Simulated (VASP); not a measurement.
The input files of a VASP run:

File POSCAR:
```
BaF2
1
    0.0000000000     3.1073660798     3.1073660798
    3.1073660798     0.0000000000     3.1073660798
    3.1073660798     3.1073660798     0.0000000000
Ba F
1 2
Direct
  0.0000000000   0.0000000000   0.0000000000
  0.2500000000   0.2500000000   0.2500000000
  0.7500000000   0.7500000000   0.7500000000
```

**INCAR**
```
ALGO  =  Normal
LCHARG  =  .False.
LMAXMIX  =  4   # l cut-off of mixed one-centre charges
SIGMA  =  0.05   # width (eV)
GGA  =  91   # PW91
ENCUT  =  520
NELM  =  100
SYSTEM  =  BaF2
LREAL  =  .False.   # projection in real space or not
LASPH  =  .True.
LWAVE  =  .False.
EDIFF  =  1E-7   # SCF stop (eV)
ISMEAR  =  0
PREC  =  Accurate
ISIF  =  2
```

**KPOINTS**
```
Automatic mesh
0
Gamma
6 6 6
0 0 0
```

POTCAR, in this order: Ba_sv F (PBE.64 set). Program: vasp_std.

### Question
Write an equivalent input for Quantum ESPRESSO's pw.x.

### Answer
One equivalent input (not run):
```
&CONTROL
  calculation = 'scf'
  pseudo_dir = './pseudo'
  outdir = './out'
  tprnfor = .true.
  tstress = .true.
/
&SYSTEM
  ibrav = 0
  nat = 3
  ntyp = 2
  ecutwfc = 84
  occupations = 'smearing'
  smearing = 'gaussian'
  degauss = 0.003675
  input_dft = 'pw91'
/
&ELECTRONS
  conv_thr = 7.3e-09
  electron_maxstep = 100
/
ATOMIC_SPECIES
  Ba 137.327 Ba.upf
  F 18.998 F.upf
CELL_PARAMETERS angstrom
     0.0000000    3.1073661    3.1073661
     3.1073661    0.0000000    3.1073661
     3.1073661    3.1073661    0.0000000
ATOMIC_POSITIONS crystal
  Ba   0.0000000  0.0000000  0.0000000
  F    0.2500000  0.2500000  0.2500000
  F    0.7500000  0.7500000  0.7500000
K_POINTS automatic
  6 6 6 0 0 0
```
What does not carry over: the potentials are each code's own (VASP's PAW set, PseudoDojo norm-conserving files in pw.x), so ENCUT and ecutwfc are chosen apart and not converted; conv_thr bounds pw.x's estimated SCF error, while EDIFF bounds the energy change between steps.

The compound is BaF2 in the fluorite structure. This cell is one point of a volume scan, at 0.97 of the reference volume.
